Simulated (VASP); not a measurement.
```
LiF
1.0
    0.00000     2.01060     2.01060
    2.01060     0.00000     2.01060
    2.01060     2.01060     0.00000
Li F
1 1
Direct
  0.00000   0.00000   0.00000
  0.50000   0.50000   0.50000
```

Computed with optB88-vdW, VASP's PBE PAW potentials (set 64) (plane waves; VASP). Run with 520 eV cut-off, Gaussian smearing of 0.050 eV, potentials Li_sv F.

**Question.** Give the energies of bands 3 to 6 at the high-symmetry points, in eV from the valence-band maximum.

**Answer.** 
```
band     Γ      X      U      L      W
----  ----  -----  -----  -----  -----
3     0.00  -3.00  -2.50  -2.51  -2.08
4     0.00  -1.00  -1.56  -0.23  -2.08
5     0.00  -1.00  -0.74  -0.23  -0.80
6     9.30  14.96  14.63  10.93  15.21
```

The gap is direct, 9.30 eV, from the valence maximum at Γ to the conduction minimum at Γ.

Measured: gap 15.35 eV (computed value off by -6.05 eV), as given by Wei Chen et al., Physical Review Materials (2018), doi:10.1103/physrevmaterials.2.073803 [zero-point renormalisation of 1.15 eV added back (the table's ZPR column)].

The compound is LiF in the rock salt structure. It was relaxed first.
